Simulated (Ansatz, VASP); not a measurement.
# Te2Mo in two plane-wave programs, part 2 of 2

Wanted: the spread between two codes on one cell, functional and k mesh. Of the first pair: The structure shown is the start of the Ansatz relaxation below; VASP solves that cell, so the two are compared at the walk's first step.

VASP 6.6.1 and Ansatz 0.2.0.

So far. Step 4 (Side by side): The forces differ by 29 meV/Å r.m.s., which is 20.7 % of the r.m.s. force of 0.141 eV/Å (both taken over all components).

### 7. VASP: single point, LDA, start cell, pair 2

Level of this step: LDA, no spin polarisation; plane waves and PAW (Te, Mo_sv) (VASP).

The same cell, functional (in two slightly different forms) and mesh now go to VASP, with its own data sets.

Contents of INCAR:

```
SYSTEM = Te2Mo
PREC = Accurate
ENCUT = 400
EDIFF = 1E-06
NELM = 120
ISMEAR = 0
SIGMA = 0.01
LREAL = .FALSE.
ALGO = Normal
GGA = CA
NBANDS = 19
LASPH = .TRUE.
LORBIT = 11
LWAVE = .FALSE.
LCHARG = .FALSE.
ISIF = 2
GGA_COMPAT = .FALSE.
EFERMI = MIDGAP
KPAR = 2
```

Contents of POSCAR:

```
Te2Mo
1.0
    3.4841160000      0.0000000000      0.0000000000
   -1.7420580000      3.0173330000      0.0000000000
    0.0000000000      0.0000000000     17.6077460000
Te Mo
2 1
Direct
    0.3333332781      0.6666665562      0.8975641743
    0.3333332781      0.6666665562      0.1024358257
    0.0000000000      0.0000000000      0.0000000000
```

Contents of KPOINTS:

```
Automatic mesh
0
Gamma
9 9 2
0 0 0
```

The projector-augmented-wave data sets are Te and Mo_sv (LDA family, release 64).

On the command line:

```sh
> mpirun -np 2 vasp_std
```

Numbers of over 12 decimals in the logs are rounded to 6 here.

The log of the run:

```text
[... set-up lines as in an earlier step ...]
 entering main loop
       N       E                     dE             d eps       ncg     rms          rms(c)
DAV:   1     0.115462364713E+03    0.11546E+03   -0.10427E+04  1264   0.906E+02
DAV:   2    -0.142712913539E+02   -0.12973E+03   -0.12690E+03  1247   0.214E+02
DAV:   3    -0.210244267560E+02   -0.67531E+01   -0.66957E+01  1187   0.419E+01
DAV:   4    -0.211916634856E+02   -0.16724E+00   -0.16711E+00  1301   0.664E+00
[...]
DAV:  19    -0.204673237773E+02   -0.11435E-04   -0.47240E-07   823   0.392E-03    0.216E-03
DAV:  20    -0.204673314222E+02   -0.76449E-05   -0.39754E-07   770   0.247E-03    0.136E-03
DAV:  21    -0.204673323134E+02   -0.89122E-06   -0.27071E-08   602   0.690E-04
   1 F= -.20467332E+02 E0= -.20467332E+02  d E =0.000000E+00
```

Parts of OUTCAR (step 7):

```text
  Total       -0.6414388     -0.6414388     -0.6856410     -0.0000000      0.0000000      0.0000000
  in kB       -5.5519585     -5.5519586     -5.9345492     -0.0000000      0.0000000      0.0000000
  external PRESSURE =      -5.6794888 kB  Pullay stress =       0.0000000 kB

 POSITION                                       TOTAL-FORCE (eV/Angst)
 -----------------------------------------------------------------------------------
      0.00000      2.01156     15.80408         0.000000      0.000000      0.165799
      0.00000      2.01156      1.80366         0.000000     -0.000000     -0.165799
      0.00000      0.00000      0.00000        -0.000000      0.000000      0.000000
 -----------------------------------------------------------------------------------
    total drift:                                0.000000      0.000182     -0.000000

  FREE ENERGIE OF THE ION-ELECTRON SYSTEM (eV)
  ---------------------------------------------------
  free  energy   TOTEN  =       -20.4673323134 eV

  energy  without entropy=      -20.4673323134  energy(sigma->0) =      -20.46733231

[... 1 part as in an earlier step ...]

[... 2 further parts left out ...]
[key lines of the parts left out:]
E-fermi :   0.7154
```

The run ends at a pressure of -0.57 GPa, with forces up to 0.17 eV/Å.

### 8. Differences

What differs besides the data sets and the points named for the pairs above, as far as they apply: the data sets hold 46 valence electrons in Ansatz (on its PAW soft_1 files) and 26 in VASP. Total energies have different zeros and are not compared.

Forces (eV/Å; atoms numbered as in POSCAR):

```tsv
atom	Ansatz x, y, z	VASP x, y, z
Te1	0.000, 0.000, 0.223	0.000, 0.000, 0.166
Te2	0.000, 0.000, -0.223	0.000, 0.000, -0.166
Mo3	0.000, 0.000, 0.000	0.000, 0.000, 0.000
```

The forces differ by 27 meV/Å r.m.s., which is 34.2 % of the r.m.s. force of 0.078 eV/Å (both taken over all components).

### 9. What the set-up changes

Further runs change the set-up of one program: Ansatz's method, potentials or start, or VASP's data sets, cutoff or form of LDA. The table gives that difference for each run.

```tsv
run	r.m.s. force difference (meV/Å)
as above	27
VASP with a cutoff of 500 eV (perhaps on Ansatz's relaxed cell)	28
```

### 10. VASP: zone-centre phonons, LDA

Second derivatives magnify differences that forces hide, and they need a tight electronic threshold. The cell compared in this pair holds 182.37 Å³, against 185.11 Å³ for the pair before.

Edit INCAR of step 7 so:

```diff
@@ -2,4 +2,4 @@
 PREC = Accurate
-ENCUT = 400
-EDIFF = 1E-06
+ENCUT = 500
+EDIFF = 1E-08
 NELM = 120
@@ -16,2 +16,4 @@
 ISIF = 2
+IBRION = 8
+LEPSILON = .TRUE.
 GGA_COMPAT = .FALSE.
```

Contents of POSCAR:

```
Te2Mo
1.0
    3.4668674974     -0.0000002811      0.0000000000
   -1.7334335053      3.0023954649      0.0000000000
    0.0000000000      0.0000000000     17.5205778485
Te Mo
2 1
Direct
    0.3333333333      0.6666666667      0.8975641679
    0.3333333333      0.6666666667      0.1024358321
    0.0000000000      0.0000000000      0.0000000000
```

KPOINTS is that of step 7.

On the command line:

```sh
> mpirun -np 2 vasp_std
```

The log of the run:

```text
[... set-up lines as in an earlier step ...]
 entering main loop
       N       E                     dE             d eps       ncg     rms          rms(c)
DAV:   1     0.138219084733E+03    0.13822E+03   -0.11459E+04  1216   0.107E+03
DAV:   2    -0.130647098744E+02   -0.15128E+03   -0.14785E+03  1235   0.239E+02
DAV:   3    -0.209866217826E+02   -0.79219E+01   -0.78425E+01  1187   0.470E+01
DAV:   4    -0.211835203300E+02   -0.19690E+00   -0.19678E+00  1315   0.726E+00
[...]
DAV:  23    -0.204717966966E+02   -0.39309E-07   -0.89356E-10   794   0.143E-04    0.168E-04
DAV:  24    -0.204717967205E+02   -0.23882E-07   -0.14282E-09   707   0.174E-04    0.752E-05
DAV:  25    -0.204717967217E+02   -0.12569E-08   -0.32115E-11   616   0.465E-05
   1 F= -.20471797E+02 E0= -.20471797E+02  d E =0.000000E+00
 Linear response reoptimize wavefunctions to high precision
DAV:   1    -0.204717967219E+02   -0.17917E-09    0.23908E-11   624   0.204E-05
DAV:   2    -0.204717967219E+02    0.18190E-11    0.35739E-11   570   0.890E-06
 Linear response G [H, r] |phi>, progress :
  Direction:   1
[...]
RMM:  13    -0.687235885559E+00   -0.41575E-08    0.78562E-08  7343   0.111E-04    0.765E-06
 first order change of Fermi-energy  -0.35780E-03
 force on displaced ion       3 direction 1 : -15.087  -0.001   0.000
 Born effective charge ion    3 direction 1 :  -3.385   0.001   0.000
 Linear response progress:
  Degree of freedom:   4/  4
       N       E                     dE             d eps       ncg     rms          rms(c)
RMM:   1    -0.100313133732E+01   -0.10031E+01    0.73929E-01  1033   0.269E+01
RMM:   2    -0.829523636936E+00    0.17361E+00   -0.29463E-01  1330   0.346E+00    0.145E-01
RMM:   3    -0.834423047876E+00   -0.48994E-02   -0.20103E-02  1506   0.774E-01    0.876E-02
RMM:   4    -0.833878032992E+00    0.54501E-03   -0.24246E-04  1696   0.126E-01    0.541E-02
[...]
RMM:  15    -0.833496332573E+00    0.68604E-07   -0.69216E-08  1756   0.876E-05    0.104E-05
RMM:  16    -0.833496311237E+00    0.21337E-07    0.35551E-08  1746   0.710E-05    0.356E-06
RMM:  17    -0.833496316333E+00   -0.50962E-08    0.58431E-09  1717   0.626E-05    0.126E-06
 first order change of Fermi-energy   0.28455E-06
 force on displaced ion       3 direction 3 :   0.000   0.000 -23.255
 Born effective charge ion    3 direction 3 :   0.000   0.000  -0.265
 Born effective charges drift removed
 Linear response finished
```

Parts of OUTCAR (step 10):

```text
  Total        0.1062615      0.1062615      0.1977382     -0.0000000      0.0000000      0.0000000
  in kB        0.9335401      0.9335401      1.7371912     -0.0000000      0.0000000      0.0000000
  external PRESSURE =       1.2014238 kB  Pullay stress =       0.0000000 kB

 POSITION                                       TOTAL-FORCE (eV/Angst)
 -----------------------------------------------------------------------------------
      0.00000      2.00160     15.72584        -0.000000      0.000000     -0.058615
      0.00000      2.00160      1.79473         0.000000     -0.000000      0.058615
      0.00000      0.00000      0.00000        -0.000000      0.000000      0.000000
 -----------------------------------------------------------------------------------
    total drift:                                0.000000     -0.000000     -0.000000

 MACROSCOPIC STATIC DIELECTRIC TENSOR (including local field effects in DFT)
 ------------------------------------------------------
           8.299132    -0.000000     0.000000
          -0.000000     8.299132    -0.000000
           0.000000     0.000000     1.559246
 ------------------------------------------------------

 MACROSCOPIC STATIC DIELECTRIC TENSOR IONIC CONTRIBUTION
 ------------------------------------------------------
           0.753554    -0.000000    -0.000000
          -0.000000     0.753554     0.000000
          -0.000000     0.000000     0.002927
 ------------------------------------------------------

[... 1 part as in an earlier step ...]

[... 1 further part left out ...]
```

The dielectric response converges more slowly with the mesh than energies do, so tensor and charges may still move on a finer one.

### 11. Ansatz: zone-centre phonons, LDA

The same cell, functional (in two slightly different forms) and mesh now go to Ansatz, which takes its cutoff from its data sets.

The cell is taken from a series of runs on this material, whose earlier steps may have relaxed, scaled, displaced or heated it; both programs get it as it stands.

Contents of input.yaml:

```yaml
crystal:
  lattice:
    - [3.4668674974, -2.811e-07, 0.0]
    - [-1.7334335053, 3.0023954649, 0.0]
    - [0.0, 0.0, 17.5205778485]
  atoms:
    - { symbol: Te, position: [0.3333333333, 0.6666666667, 0.8975641679] }
    - { symbol: Te, position: [0.3333333333, 0.6666666667, 0.1024358321] }
    - { symbol: Mo, position: [0.0, 0.0, 0.0] }
kpoints:
  mp_grid: { grid: [9, 9, 2] }
hamiltonian:
  xc: lda
  pseudopotentials: { kind: paw, azcp: { folder: soft_1 }, xc_functional: pbe }
scf:
  occupations: { method: fixed }
output:
  eigenvalues: true
phonons:
  method: dfpt
  dielectric: true
  rigid_motions: translations
```

On the command line:

```sh
> ansatz run input.yaml --threads 4 --pin off --max-ram 10240MiB --backend cpu --events-out ev --progress --plain --runs-dir out
```

The log of the run:

```text
[...]
Crystal: 3 atoms, lattice volume = 182.370 Å³
Basis set: ecut = 420 eV, 3533 PW (Γ), exchange–correlation on 48×48×240 points (8 copies of the dense FFT grid, shifted against one another)
Bands: 28, of which v1, the nominal top of the filled ones, is band 23 counted from 1 (22 counted from 0)
Symmetry: 12 space group operations
k-points: 50 of 162 (irreducible under 2 space group operations, time reversal used)
[...]
optical modes at Γ + LO–TO along q̂ = [1.0000, 0.0000, 0.0000]:
      ω (cm⁻¹)  modes    IR ((D/Å)²/amu)
[...]
optical modes at Γ + LO–TO along q̂ = [0.0000, 1.0000, 0.0000]:
      ω (cm⁻¹)  modes    IR ((D/Å)²/amu)
[...]
optical modes at Γ + LO–TO along q̂ = [0.0000, 0.0000, 1.0000]:
      ω (cm⁻¹)  modes    IR ((D/Å)²/amu)
        120.10      2             0.0000
        176.12      1             0.0000
        242.16      2             7.3586
        299.94      1             0.0214
[key lines of the parts left out:]
SCF converged after 11 iterations
Free energy (F): -18498.146837 eV
Fermi energy:    1.897603 eV
```

### 12. Differences

What differs besides the data sets and the points named for the pairs above, as far as they apply: VASP's response is taken on the typed mesh, Ansatz refines its own for the field response alone; the data sets hold 46 valence electrons in Ansatz (on its PAW soft_1 files) and 26 in VASP; the cutoff is 420 eV in Ansatz and 500 eV in VASP. Total energies have different zeros and are not compared.

Compared:

```tsv
quantity	Ansatz	VASP	difference
ε∞ xx	8.28	8.30	-0.20 %
ε∞ yy	8.28	8.30	-0.20 %
ε∞ zz	1.56	1.56	+0.02 %
Born charge of Te1 (mean of the diagonal) (e)	1.15	1.17	-0.02
Born charge of Mo3 (mean of the diagonal) (e)	-2.31	-2.34	+0.04
optical mode 1 to 2 (cm⁻¹)	120.1	120.3	-0.14 %
optical mode 3 (cm⁻¹)	176.1	177.1	-0.54 %
optical mode 4 to 5 (cm⁻¹)	242.2	242.5	-0.16 %
optical mode 6 (cm⁻¹)	299.7	301.2	-0.50 %
```

Modes are paired by rising frequency, not by their patterns, so a pair may set unlike modes beside each other; they are those without the splitting of longitudinal modes.

### 13. Results

| Item | Value |
| --- | --- |
| r.m.s. force difference (single point, LDA, start cell, pair 1) | 29 meV/Å |
| r.m.s. force difference (single point, LDA, start cell, pair 2) | 27 meV/Å |
| r.m.s. difference of the optical zone-centre modes, each program's sorted by frequency (zone-centre phonons, LDA) | 0.77 cm⁻¹ |
| difference in optical mode 3 (zone-centre phonons, LDA) | -0.5 % |

In words: The r.m.s. force difference is 29 meV/Å (single point, LDA, start cell, pair 1), beyond the 12 meV/Å picked in this series as the mark of a large difference. The data sets hold unlike numbers of valence electrons (46 in Ansatz and 26 in VASP), so part of the differences comes from the potentials. Among the rows given in per cent, the largest difference of the zone-centre phonons, LDA pair is in optical mode 3, -0.5 %. 1 further run of this series is not shown here. How closely two codes agree says nothing of how well the functional describes the real material.

[Lines on the potential files, build, host, timing and source positions are cut from VASP's logs without a mark.]

[Logs are printed without paths, hosts, clocks, repeated set-up lines and the standing remarks that a program may print on its own settings, such as how far it seeks lower states.]

[Hosts, paths, dates, database ids (printed as entryN), source tags and the programs' standing remarks are cut or masked in the printed files.]

[Rows of further runs with another cutoff or data set may stand on the cell that Ansatz relaxed, not on the start cell of the pair above them.]
